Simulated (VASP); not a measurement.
Zn7CdSe8:

```
CELL_PARAMETERS angstrom
-5.72672 0.00000 5.72672
-5.72672 -5.72672 0.00000
0.00000 -5.72672 5.72672
ATOMIC_POSITIONS crystal
Cd 0.00000 0.50000 0.00000
Zn 0.00000 0.00000 0.00000
Zn 0.00000 0.50000 0.50000
Zn 0.00000 0.00000 0.50000
Zn 0.50000 0.50000 0.00000
Zn 0.50000 0.00000 0.00000
Zn 0.50000 0.50000 0.50000
Zn 0.50000 0.00000 0.50000
Se 0.12500 0.12500 0.12500
Se 0.12500 0.62500 0.12500
Se 0.12500 0.12500 0.62500
Se 0.12500 0.62500 0.62500
Se 0.62500 0.12500 0.12500
Se 0.62500 0.62500 0.12500
Se 0.62500 0.12500 0.62500
Se 0.62500 0.62500 0.62500
```

The cell was built by a generator and needn't be a form met in nature.

| Quantity | Value |
| --- | --- |
| Program | VASP 6.6.1 |
| Task | relaxation of cell and atoms |
| Functional | PBEsol |
| Potentials or basis | VASP PAW PBE potentials, release 64 (Cd, Zn, Se) |
| Cutoff | 600 eV |
| k mesh | 4 × 4 × 4 |
| Occupations | gaussian, width 0.03 eV |
| Spin | no spin polarisation |

At the start: pressure -0.5 GPa; volume 23.48 Å³/atom.

**Question.** Where does the relaxation end?

**Answer.** Over 10 steps the energy falls by 20.5 meV/atom and the volume is 23.12 Å³/atom (-1.5 %); space group F-43m (No. 216, to 0.05 Å).

The path:
| step | energy change (eV) | largest force (eV/Å) | pressure (GPa) | volume (Å³) |
| --- | --- | --- | --- | --- |
| 1 | 0.0000 | 1.4421 | -0.50 | 375.62 |
| 2 | -0.2785 | 0.5199 | -0.17 | 371.67 |
| 3 | -0.3219 | 0.1274 | 0.16 | 369.22 |
| 4 | -0.3220 | 0.1228 | 0.14 | 369.35 |
| 5 | -0.3263 | 0.0649 | -0.07 | 370.50 |
| 6 | -0.3269 | 0.0366 | -0.18 | 371.07 |
| 7 | -0.3279 | 0.0166 | 0.02 | 369.76 |
| 8 | -0.3280 | 0.0160 | 0.02 | 369.85 |
| 9 | -0.3280 | 0.0158 | 0.02 | 369.88 |
| 10 | -0.3280 | 0.0072 | 0.01 | 369.95 |

Final structure:
```
Cd Zn Se
1.0
    -5.69776    0.00000    5.69776
    -5.69776   -5.69776    0.00000
     0.00000   -5.69776    5.69776
Cd Zn Se
1 7 8
Direct
  0.00000 0.50000 0.00000
  0.99906 0.00094 0.99906
  0.99906 0.49906 0.50094
  0.99906 0.00094 0.50094
  0.50094 0.49906 0.99906
  0.50094 0.00094 0.99906
  0.50094 0.49906 0.50094
  0.50000 0.00000 0.50000
  0.13082 0.10755 0.13082
  0.13082 0.63082 0.13082
  0.12478 0.12507 0.62507
  0.13082 0.63082 0.60755
  0.62507 0.12507 0.12478
  0.60755 0.63082 0.13082
  0.62507 0.12507 0.62507
  0.62507 0.62478 0.62507
```

Caveat: the PAW data sets were made with another functional, which shifts forces and pressure a little.
